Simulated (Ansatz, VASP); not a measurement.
## AlNi: VASP beside Ansatz

One calculation is typed for both programs; each brings its own data sets. How far apart do they land? The cell is taken from a series of runs on this material, whose earlier steps may have relaxed, scaled, displaced or heated it; both programs get it as it stands.

Calculated with Ansatz 0.2.0; plane waves, with VASP 6.6.1 beside it; zone-centre phonons at PBEsol.

## Step 1: The structure

It takes space group R-3m (No. 166, trigonal). Conventional cell: a = 4.169 Å, b = 4.169 Å, c = 4.890 Å, α = 90.00°, β = 90.00°, γ = 120.00°. Nearest to Al lie 8 Ni at 2.45 to 2.54 Å. Nearest to Ni lie 8 Al at 2.45 to 2.54 Å. Farther neighbours are not listed.

Structure file:

```
Al Ni
1.0
     2.90619   -0.04140   -0.04140
    -0.04140    2.90619   -0.04140
    -0.04140   -0.04140    2.90619
Al Ni
1 1
Cartesian
  0.0000 0.0000 0.0000
  1.4117 1.4117 1.4117
```

## Step 2: VASP: zone-centre phonons, PBEsol

Second derivatives magnify differences that forces hide, and they need a tight electronic threshold.

Lines of VASP's logs that name or quote its potential files are left out, and so is its time.

INCAR reads:

```
SYSTEM = AlNi
PREC = Accurate
ENCUT = 600
EDIFF = 1E-08
NELM = 120
ISMEAR = 1
SIGMA = 0.2
LREAL = .FALSE.
ALGO = Normal
GGA = PS
NBANDS = 12
LASPH = .TRUE.
LORBIT = 11
LWAVE = .FALSE.
LCHARG = .FALSE.
ISIF = 2
IBRION = 8
GGA_COMPAT = .FALSE.
KPAR = 2
```

POSCAR reads:

```
AlNi
1.0
    2.9061922362     -0.0413990139     -0.0413990139
   -0.0413990139      2.9061922362     -0.0413990139
   -0.0413990139     -0.0413990139      2.9061922362
Al Ni
1 1
Direct
    0.0000000000      0.0000000000      0.0000000000
    0.5000000000      0.5000000000      0.5000000000
```

KPOINTS reads:

```
Automatic mesh
0
Gamma
16 16 16
0 0 0
```

Potentials, in the order of the species: Al and Ni (PBE family, release 64).

Started as:

```sh
> mpirun -np 2 vasp_std
```

Numbers of over 12 decimals in the logs are rounded to 6 here.

The program printed:

```text
[banner, memory and clock lines left out]
running    2 mpi-ranks, on    1 nodes
 distrk:  each k-point on    1 cores,    2 groups
 distr:  one band on    1 cores,    1 groups

 POSCAR found type information on POSCAR AlNi
 POSCAR found :  2 types and       2 ions
|                                                                             |
|               ----> ADVICE to this user running VASP <----                  |
|                                                                             |
|     You enforced a specific xc type in the INCAR file but a different       |
|     [... a line on the potential file left out ...]
|     I HOPE YOU KNOW WHAT YOU ARE DOING!                                     |
|                                                                             |

 LDA part: xc-table for (Slater+PW92), standard interpolation
 POSCAR, INCAR and KPOINTS ok, starting setup
 FFT: planning ... GRIDC
 FFT: planning ... GRID_SOFT
 FFT: planning ... GRID
 WAVECAR not read
 entering main loop
       N       E                     dE             d eps       ncg     rms          rms(c)
DAV:   1     0.431185152508E+02    0.43119E+02   -0.61284E+03 10128   0.126E+03
DAV:   2    -0.113276536786E+02   -0.54446E+02   -0.50274E+02 10240   0.205E+02
DAV:   3    -0.130984151857E+02   -0.17708E+01   -0.17458E+01 12172   0.432E+01
DAV:   4    -0.131238991290E+02   -0.25484E-01   -0.25473E-01 11260   0.464E+00
DAV:   5    -0.131246463895E+02   -0.74726E-03   -0.74724E-03 12096   0.885E-01    0.125E+01
DAV:   6    -0.153610598531E+02   -0.22364E+01   -0.56415E+01 11128   0.117E+02    0.167E+01
DAV:   7    -0.115744917196E+02    0.37866E+01   -0.16067E+01 11244   0.695E+01    0.126E+00
DAV:   8    -0.115552964561E+02    0.19195E-01   -0.42570E-01 12344   0.767E+00    0.972E-01
DAV:   9    -0.115414353231E+02    0.13861E-01   -0.45756E-02 12132   0.300E+00    0.216E-01
DAV:  10    -0.115408870490E+02    0.54827E-03   -0.22453E-03 12216   0.688E-01    0.678E-02
DAV:  11    -0.115408878134E+02   -0.76444E-06   -0.75866E-05 12668   0.753E-02    0.226E-02
DAV:  12    -0.115408868864E+02    0.92700E-06   -0.25768E-06 13504   0.253E-02    0.606E-03
DAV:  13    -0.115408863961E+02    0.49030E-06   -0.19232E-07 13904   0.494E-03    0.187E-03
DAV:  14    -0.115408863865E+02    0.95945E-08   -0.63263E-08 11580   0.247E-03
   1 F= -.11540886E+02 E0= -.11541343E+02  d E =0.136841E-02
 Linear response reoptimize wavefunctions to high precision
DAV:   1    -0.115408864000E+02   -0.13491E-07   -0.35554E-09  8060   0.842E-04
DAV:   2    -0.115408864001E+02   -0.29786E-10   -0.33458E-10  5744   0.196E-04
 Linear response DOF=           2
 Linear response progress:
  Degree of freedom:   1/  2
       N       E                     dE             d eps       ncg     rms          rms(c)
RMM:   1    -0.565824251594E-02   -0.56582E-02    0.30632E-03 60012   0.619E-01
RMM:   2    -0.540001075943E-02    0.25823E-03   -0.12422E-04 39986   0.222E-01    0.568E-02
RMM:   3    -0.539311940608E-02    0.68914E-05   -0.96216E-05 42928   0.778E-02    0.284E-02
RMM:   4    -0.546030991839E-02   -0.67191E-04   -0.38749E-05 42986   0.470E-02    0.601E-03
RMM:   5    -0.546421528650E-02   -0.39054E-05   -0.21141E-06 43963   0.114E-02    0.176E-03
RMM:   6    -0.546439434331E-02   -0.17906E-06   -0.12406E-07 40111   0.440E-03    0.127E-03
RMM:   7    -0.546434185039E-02    0.52493E-07   -0.36753E-08 40107   0.231E-03    0.648E-04
RMM:   8    -0.546419152276E-02    0.15033E-06   -0.82812E-09 45851   0.628E-04    0.235E-04
RMM:   9    -0.546448432714E-02   -0.29280E-06   -0.83010E-10 45962   0.188E-04    0.685E-05
RMM:  10    -0.546446543707E-02    0.18890E-07   -0.12962E-10 46213   0.647E-05    0.775E-06
RMM:  11    -0.546448341065E-02   -0.17974E-07   -0.14669E-10 46436   0.254E-05    0.409E-06
RMM:  12    -0.546448156695E-02    0.18437E-08   -0.75495E-11 46664   0.108E-05    0.597E-07
 first order change of Fermi-energy  -0.18091E-03
 force on displaced ion       1 direction 1 :  -5.243  -0.801  -0.801
 Linear response progress:
  Degree of freedom:   2/  2
       N       E                     dE             d eps       ncg     rms          rms(c)
RMM:   1    -0.186366741106E+00   -0.18637E+00   -0.99596E-02 39234   0.266E+00
RMM:   2    -0.185026211376E+00    0.13405E-02   -0.15802E-03 39131   0.491E-01    0.125E-01
RMM:   3    -0.185041056062E+00   -0.14845E-04   -0.12426E-04 41858   0.951E-02    0.738E-02
RMM:   4    -0.185446293203E+00   -0.40524E-03   -0.17287E-04 44990   0.103E-01    0.530E-03
RMM:   5    -0.185426356137E+00    0.19937E-04   -0.32727E-06 46133   0.192E-02    0.353E-03
RMM:   6    -0.185420715748E+00    0.56404E-05   -0.23787E-07 41770   0.605E-03    0.252E-03
RMM:   7    -0.185409214743E+00    0.11501E-04   -0.10098E-07 45329   0.346E-03    0.523E-04
RMM:   8    -0.185403220503E+00    0.59942E-05   -0.78997E-09 47486   0.765E-04    0.766E-05
RMM:   9    -0.185402747831E+00    0.47267E-06   -0.15603E-09 48045   0.176E-04    0.251E-05
RMM:  10    -0.185402437662E+00    0.31017E-06   -0.11743E-09 48634   0.641E-05    0.117E-05
RMM:  11    -0.185402438428E+00   -0.76569E-09   -0.11691E-09 48330   0.375E-05    0.122E-06
 first order change of Fermi-energy  -0.89520E-03
 force on displaced ion       2 direction 1 :  -5.254  -0.803  -0.803
 Linear response finished
```

OUTCAR, selected parts (step 2):

```text
ion  position               nearest neighbor table
   1  0.000  0.000  0.000-   2 2.45   2 2.45   2 2.54   2 2.54   2 2.54   2 2.54   2 2.54   2 2.54

  LATTYP: Found a trigonal (rhomboedric) cell.
 ALAT       =     2.9067819097
 COS(alpha) =    -0.0282758116

 Subroutine GETGRP returns: Found 12 space group operations
 (whereof 12 operations were pure point group operations)

The static configuration has the point symmetry D_3d.

 Found    417 irreducible k-points:

   k-points           NKPTS =    417   k-points in BZ     NKDIM =    417   number of bands    NBANDS=     12

   dimension x,y,z NGX =    24 NGY =   24 NGZ =   24
   dimension x,y,z NGXF=    48 NGYF=   48 NGZF=   48

   ENCUT  =  600.0 eV  44.10 Ry    6.64 a.u.   5.81  5.81  5.81*2*pi/ulx,y,z

   NELECT =      13.0000    total number of electrons

 k-points in reciprocal lattice and weights: Automatic mesh
   0.00000000  0.00000000  0.00000000       0.000
   0.06250000  0.00000000  0.00000000       0.001
   0.12500000  0.00000000  0.00000000       0.001
   0.18750000  0.00000000  0.00000000       0.001
   0.25000000  0.00000000  0.00000000       0.001
   0.31250000  0.00000000  0.00000000       0.001
   0.37500000  0.00000000  0.00000000       0.001
   0.43750000  0.00000000  0.00000000       0.001
   0.50000000  0.00000000  0.00000000       0.001
[...]
-0.43750000  0.50000000  0.43750000       0.001
   0.50000000  0.50000000  0.50000000       0.000

 average (electrostatic) potential at core
       1 -70.1981       2 -81.6038

  Total       -1.0238569     -1.0238569     -1.0238569      0.5242968      0.5242968      0.5242968
  in kB      -66.8719232    -66.8719232    -66.8719232     34.2437842     34.2437842     34.2437842
  external PRESSURE =     -66.8719232 kB  Pullay stress =       0.0000000 kB

  energy-cutoff  :      600.00
  volume of cell :       24.53
      direct lattice vectors                 reciprocal lattice vectors
     2.906192236 -0.041399014 -0.041399014     0.344234586  0.004974520  0.004974520
    -0.041399014  2.906192236 -0.041399014     0.004974520  0.344234586  0.004974520
    -0.041399014 -0.041399014  2.906192236     0.004974520  0.004974520  0.344234586

 POSITION                                       TOTAL-FORCE (eV/Angst)
 -----------------------------------------------------------------------------------
      0.00000      0.00000      0.00000        -0.000000     -0.000000      0.000000
      1.41170      1.41170      1.41170         0.000000      0.000000      0.000000
 -----------------------------------------------------------------------------------
    total drift:                                0.000000      0.000000     -0.000000

 Eigenvectors and eigenvalues of the dynamical matrix
 ----------------------------------------------------

   1 f  =    9.516880 THz    59.796322 2PiTHz  317.448952 cm-1    39.358636 meV
             X         Y         Z           dx          dy          dz
      0.000000  0.000000  0.000000     0.477692    0.477692    0.477692
      1.411697  1.411697  1.411697    -0.324259   -0.324259   -0.324259

   2 f  =    7.665908 THz    48.166321 2PiTHz  255.707169 cm-1    31.703634 meV
             X         Y         Z           dx          dy          dz
      0.000000  0.000000  0.000000     0.633528   -0.113572   -0.519956
      1.411697  1.411697  1.411697    -0.429999    0.077086    0.352913

   3 f  =    7.665908 THz    48.166321 2PiTHz  255.707169 cm-1    31.703634 meV
             X         Y         Z           dx          dy          dz
      0.000000  0.000000  0.000000     0.234626   -0.665965    0.431339
      1.411697  1.411697  1.411697    -0.159249    0.452014   -0.292765

   4 f/i=    0.003723 THz     0.023392 2PiTHz    0.124184 cm-1     0.015397 meV
             X         Y         Z           dx          dy          dz
      0.000000  0.000000  0.000000     0.016174    0.388773   -0.404947
      1.411697  1.411697  1.411697     0.023830    0.572790   -0.596620

   5 f/i=    0.003723 THz     0.023392 2PiTHz    0.124184 cm-1     0.015397 meV
             X         Y         Z           dx          dy          dz
      0.000000  0.000000  0.000000     0.458255   -0.243135   -0.215120
      1.411697  1.411697  1.411697     0.675159   -0.358217   -0.316942

   6 f/i=    0.005066 THz     0.031833 2PiTHz    0.168997 cm-1     0.020953 meV
             X         Y         Z           dx          dy          dz
      0.000000  0.000000  0.000000    -0.324259   -0.324259   -0.324259
      1.411697  1.411697  1.411697    -0.477692   -0.477692   -0.477692

 ELASTIC MODULI CONTR FROM IONIC RELAXATION (kBar)
 Direction    XX          YY          ZZ          XY          YZ          ZX
 --------------------------------------------------------------------------------
 XX           0.0000      0.0000      0.0000      0.0000      0.0000      0.0000
 YY           0.0000      0.0000      0.0000      0.0000      0.0000      0.0000
 ZZ           0.0000      0.0000      0.0000      0.0000      0.0000      0.0000
 XY           0.0000      0.0000      0.0000      0.0000      0.0000      0.0000
 YZ           0.0000      0.0000      0.0000      0.0000      0.0000      0.0000
 ZX           0.0000      0.0000      0.0000      0.0000      0.0000      0.0000
 --------------------------------------------------------------------------------
```

This run has no spin polarisation, so a moment on Ni, if there is one, isn't seen. Its electron count is odd, so without a moment it is a metal by construction.

## Step 3: Ansatz: zone-centre phonons, PBEsol

Ansatz runs on its PAW soft_1 files.

The same cell, functional, mesh and smearing now go to Ansatz, which takes its cutoff from its data sets.

input.yaml reads:

```yaml
crystal:
  lattice:
    - [2.9061922362, -0.0413990139, -0.0413990139]
    - [-0.0413990139, 2.9061922362, -0.0413990139]
    - [-0.0413990139, -0.0413990139, 2.9061922362]
  atoms:
    - { symbol: Al, position: [0.0, 0.0, 0.0] }
    - { symbol: Ni, position: [0.5, 0.5, 0.5] }
kpoints:
  mp_grid: { grid: [16, 16, 16] }
hamiltonian:
  xc: pbesol
  pseudopotentials: { kind: paw, azcp: { folder: soft_1 }, xc_functional: pbe }
scf:
  occupations: { method: methfessel_paxton, width: 0.2 }
output:
  eigenvalues: true
phonons:
  method: dfpt
```

Started as:

```sh
> ansatz run input.yaml --threads 4 --pin off --max-ram 10240MiB --backend cpu --events-out ev --progress --plain --runs-dir out
```

The program printed:

```text
Engine: ansatz 0.2.0, x86_64-unknown-linux-gnu
Pseudopotentials: kind: paw
Pseudopotential: Al, paw, valence charge 3, recommended cutoff 420 eV (normal), soft_1/Al.paw.azcp
Pseudopotential: Ni, paw, valence charge 18, recommended cutoff 420 eV (normal), soft_1/Ni.paw.azcp
Functional definition: PBEsol
  exchange = pbesol_x
  correlation = pbesol_c
Crystal: 2 atoms, lattice volume = 24.530 Å³
Basis set: ecut = 420 eV, 467 PW (Γ), exchange–correlation on 40×40×40 points (8 copies of the dense FFT grid, shifted against one another)
Bands: 15, of which v1, the nominal top of the filled ones, is band 11 counted from 1 (10 counted from 0)
Symmetry: 12 space group operations
k-points: 1098 of 4096 (irreducible under 2 space group operations, time reversal used)
Non-local potential: Al, projectors of the file, l = 0: 2, l = 1: 2, l = 2: 1
Non-local potential: Ni, projectors of the file, l = 0: 3, l = 1: 2, l = 2: 3, l = 3: 1
PAW form: soft (Blöchl's): semilocal exchange-correlation on the pseudo side does not see the compensation charge
PAW frozen core: Al, regenerated for the run's functional, and the local potential with it (the file was generated under x = pbe(κ = 0.804, μ = 0.219515), c = pbe(β = 0.066725))
PAW frozen core: Ni, regenerated for the run's functional, and the local potential with it (the file was generated under x = pbe(κ = 0.804, μ = 0.219515), c = pbe(β = 0.066725))
PAW one-centre angular grid: Al, 110 points (default); XC on 64 Gauss nodes
PAW one-centre angular grid: Ni, 590 points (default); XC on 64 Gauss nodes
Initial density: superposition of atomic densities (chi_scale 0.1, normalization cell, long waves kept (reshape's long-wave potential 0.00 eV rms))
Initial wavefunctions: pseudopotential atomic-orbital guess
Functional: x = pbesol(κ = 0.804, μ = 0.123457), c = pbesol(β = 0.046)
SCF iter   1: F=—  HF=-6331.228825 eV  |F-HF|=—  |Δ(HF+E_count)|=         —  Δρ=8.70e-2  dr2=1.82e0  ethr=3.10e-3  ⟨swp⟩=4.1  Hψ=72975  notcnv=0
preconditioner: auto → none  [metal: Δε(μ)=0.023 eV  Ē_g=9.947 eV  σ=0.200 eV  W_gap=0.10  n_scr=6 (ndim 8)  ℏωp=27.0 eV  f_vac=0.000  D(μ)=0.60/eV (n_scr^D=0)  sad-step TF]
SCF iter   2: F=—  HF=-6331.054677 eV  |F-HF|=—  |Δ(HF+E_count)|=   1.74e-1  S|Δr|=    0.00e0  Δρ=6.16e-2  dr2=1.01e0  ethr=3.10e-3  ⟨swp⟩=2.0  Hψ=29622  notcnv=0  defer=269
SCF iter   3: F=—  HF=-6330.851378 eV  |F-HF|=—  |Δ(HF+E_count)|=   2.03e-1  S|Δr|=    0.00e0  Δρ=2.63e-2  dr2=1.48e-1  ethr=3.10e-3  ⟨swp⟩=2.0  Hψ=20874  notcnv=0  defer=269
SCF iter   4: F=—  HF=-6330.827304 eV  |F-HF|=—  |Δ(HF+E_count)|=   2.41e-2  S|Δr|=    0.00e0  Δρ=5.00e-3  dr2=3.67e-3  ethr=7.04e-4  ⟨swp⟩=2.0  Hψ=29177  notcnv=0  defer=243
SCF iter   5: F=—  HF=-6330.827214 eV  |F-HF|=—  |Δ(HF+E_count)|=   9.01e-5  S|Δr|=    0.00e0  Δρ=5.46e-4  dr2=3.77e-5  ethr=1.75e-5  ⟨swp⟩=2.1  Hψ=21976  notcnv=0  defer=239
SCF iter   6: F=—  HF=-6330.827214 eV  |F-HF|=—  |Δ(HF+E_count)|=   4.13e-8  S|Δr|=    0.00e0  Δρ=1.24e-4  dr2=2.28e-6  ethr=1.79e-7  ⟨swp⟩=2.2  Hψ=23639  notcnv=0  defer=239
SCF iter   7: F=—  HF=-6330.827217 eV  |F-HF|=—  |Δ(HF+E_count)|=   3.46e-6  S|Δr|=    0.00e0  Δρ=1.22e-5  dr2=2.81e-8  ethr=1.08e-8  ⟨swp⟩=2.3  Hψ=23644  notcnv=0  defer=239
SCF iter   8: F=—  HF=-6330.827217 eV  |F-HF|=—  |Δ(HF+E_count)|=   4.15e-9  S|Δr|=    0.00e0  Δρ=8.40e-7  dr2=8.29e-11  ethr=1.34e-10  ⟨swp⟩=2.0  Hψ=22674  notcnv=0  defer=239
SCF iter   9: F=-6330.827217 eV  HF=-6330.827217 eV  |F-HF|=9.09e-13  |Δ(HF+E_count)|=  1.64e-11  S|Δr|=    0.00e0  Δρ=8.30e-8  dr2=7.38e-13  ethr=1.00e-12  ⟨swp⟩=6.3  Hψ=71560  notcnv=0
SCF 1 converged in 9 iterations: F = -6330.827217 eV  dr2 = 7.38e-13
  greatest PAW one-centre occupation: 1.001 electrons in one spin orbital (limit 2), on the Ni atom at site 1 (counted from 0), in its partial waves of l = 1
DFPT response loops at Γ: preconditioner auto → Kerker (q_TF=auto, 2.659 Å⁻¹) (partly filled bands, converged f_vac=0.000); β = 1.00, the filter's whole step (`scf.mixing.beta` (0.50) is not read by the response loops under this deck's `scf.mixing.preconditioner`; to damp them name `kerker` or `kerker_dos`, under which they read `scf.mixing.beta`, and type it under 1.00, their step now; both keys bind the ground state too); Broyden in place of MSR1
SCF converged after 9 iterations
Stability not checked: this state was not tested for a lower state beside it, because cold or Methfessel-Paxton smearing, or corrected tetrahedra, fill the levels in a way that the test cannot read (fill_not_monotonic; see scf.lower_state_search)
Free energy (F): -6330.827217 eV
Harris-Foulkes:  -6330.827217 eV  (|F-HF|=9.09e-13)
Internal energy: -6330.828615 eV  (E = F + TS)
E sigma→0 (E₀):  -6330.827567 eV
Entropy (-TS):   0.001398 eV (0.699 meV/atom)
Fermi energy:    13.308176 eV
--- Per-component energies (eV) ---
  E_band       = -347.217773
  E_kinetic    = 367.366334
  E_local      = -3782.390337  (includes V_loc(G=0)·N_el)
  E_nonlocal   = -105.537046
  E_hartree    = 1976.985182
  E_xc         = -150.937681
  E_vxc        = -176.516995  (∫ρ·V_xc dr)
  E_paw        = -2080.769657  (= ΣΔE_a)
  E_vpaw       = -604.110874  (= ΣTr[D̂ρ^β])
  E_aug_tail   = 0.000845  (compensation charges beyond the density's cutoff)
  E_ewald      = -2555.762684
  E_core_change = 0.216428  (= ΣΔE_core)
  E_smearing   = 0.001398  (= −TS)
  E_closure    = 0.000000  (closes the sum)
  Σ components = -6330.827217   (vs F -6330.827217, Δ=0.00e0)
--- Band table (eV; the first three rows and the last of 1098) ---
  k-point 0: bands = [... 7 lower, 11.7505, 11.8632, 11.8632, 18.4877, 18.7898, 18.7898, 21.3635, 21.3635]
  k-point 1: bands = [... 7 lower, 11.7285, 11.8336, 11.8569, 17.8997, 18.7032, 18.8805, 21.3697, 22.0551]
  k-point 2: bands = [... 7 lower, 11.6543, 11.7516, 11.8533, 16.5588, 18.9633, 19.1457, 21.3884, 23.1390]
  k-point 1097: bands = [... 7 lower, 12.3692, 12.3692, 15.0930, 15.0930, 15.4760, 17.0137, 17.5358, 17.5358]
--- Phonons (Γ-DFPT): 2 representative perturbations + reference, on 1098 of 4096 k-points (Σ response iterations 6) ---
  k mesh reduced under 2 symmetry operations, with k and −k counted as one. Each operation leaves every solved perturbation unchanged. A smaller set is not used because it would not reduce the number of displacements times k-points to solve
  ASR residual: 4.495e-5 → 0.000e0 eV/Å²; symmetrization residual: 6.471e-7 eV/Å²
  ASR residual per site (eV/Å²): 7.21e-6 4.50e-5
  Γ frequencies (cm⁻¹): 0.00 0.00 0.00 254.64 254.64 315.94
  non-analytic LO–TO correction: not included (Born effective charges unavailable; polar crystals: no LO–TO splitting at Γ)
```

The column dr2 measures how far the density is from self-consistency, as an energy; F and HF (Harris–Foulkes) agree once it is small.

## Step 4: Differences

Known differences besides the potentials themselves: the data sets hold 21 valence electrons in Ansatz (on its PAW soft_1 files) and 13 in VASP; the cutoff is 420 eV in Ansatz and 600 eV in VASP; Ansatz makes its cores anew for this functional, VASP keeps those of its PBE data sets. Total energies have different zeros and are not compared.

Both answers:

| quantity | Ansatz | VASP | difference |
| --- | --- | --- | --- |
| optical mode 1 to 2 (cm⁻¹) | 254.6 | 255.7 | -0.42 % |
| optical mode 3 (cm⁻¹) | 315.9 | 317.4 | -0.48 % |

Modes are paired by rising frequency, not by their patterns, so a pair may set unlike modes beside each other; they are those without the splitting of longitudinal modes.

## Step 5: What came out

| Quantity | Value |
| --- | --- |
| r.m.s. difference of the optical zone-centre modes, each program's sorted by frequency (zone-centre phonons, PBEsol) | 1.2 cm⁻¹ |

What this shows: The r.m.s. difference of the optical zone-centre modes, each program's sorted by frequency is 1.2 cm⁻¹ (zone-centre phonons, PBEsol). The data sets hold unlike numbers of valence electrons (21 in Ansatz and 13 in VASP), so part of the differences comes from the potentials. How closely two codes agree says nothing of how well the functional describes the real material.

[Lines on the potential files, build, host, timing and source positions are cut from VASP's logs without a mark.]

[Logs are printed without paths, hosts, clocks, repeated set-up lines and the standing remarks that a program may print on its own settings, such as how far it seeks lower states.]

[Hosts, paths, dates, database ids (printed as entryN), source tags and the programs' standing remarks are cut or masked in the printed files.]
